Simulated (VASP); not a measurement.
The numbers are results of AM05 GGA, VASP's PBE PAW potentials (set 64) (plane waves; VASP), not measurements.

Input for VASP

### POSCAR
```
BN
1
    1.2529058174    -2.1700969224     0.0000000000
    1.2529058174     2.1700969224     0.0000000000
   -0.0000000000     0.0000000000     7.7521713419
B N
2 2
Direct
  0.3333330000   0.6666670000   0.2500000000
  0.6666670000   0.3333330000   0.7500000000
  0.6666670000   0.3333330000   0.2500000000
  0.3333330000   0.6666670000   0.7500000000
```

KPOINTS:
```
K-points
0
Gamma
9 9 3
```

### INCAR
```
GGA = AM   # AM05
LASPH = .TRUE.   # aspherical one-centre terms
IBRION = 2   # conjugate gradients
LCHARG = .FALSE.
EDIFF = 1E-6
NELM = 100   # most electronic steps
ISMEAR = 0   # Gaussian
PREC = Accurate
SIGMA = 0.05   # width (eV)
EDIFFG = -0.02   # ionic stop
LREAL = .FALSE.
SYSTEM = BN
LWAVE = .FALSE.
ALGO = Normal
ENCUT = 520
ISIF = 3
NSW = 60   # most ionic steps
```

POTCAR, in this order: B N (PBE.64 set). Program: vasp_std.

Without a dispersion term in the relaxation, distances and binding between the weakly bound layers, chains or molecules are unreliable, and so is what depends on them.

Estimate the energy per atom (σ→0).

| Quantity | Value |
|---|---|
| energy per atom (σ→0) | -9.032 eV/atom |

**OSZICAR**
```
...
DAV:   7    -0.362245456947E+02    0.31776E+00   -0.50160E-01   712   0.595E+00    0.313E+00
DAV:   8    -0.361293466949E+02    0.95199E-01   -0.32451E-01   712   0.429E+00    0.456E-01
DAV:   9    -0.361272171645E+02    0.21295E-02   -0.14647E-02   676   0.105E+00    0.178E-01
DAV:  10    -0.361295116065E+02   -0.22944E-02   -0.21143E-03   688   0.382E-01    0.429E-02
DAV:  11    -0.361298651804E+02   -0.35357E-03   -0.33246E-04   708   0.156E-01    0.253E-02
DAV:  12    -0.361298749232E+02   -0.97429E-05   -0.58184E-05   684   0.642E-02    0.388E-03
DAV:  13    -0.361298755280E+02   -0.60477E-06   -0.24344E-06   632   0.141E-02
   1 F= -.36129876E+02 E0= -.36129876E+02  d E =-.361299E+02
```

The compound is BN in the hex structure. It was relaxed first, which changed the volume by +17 %. The start is the result of an earlier pass.
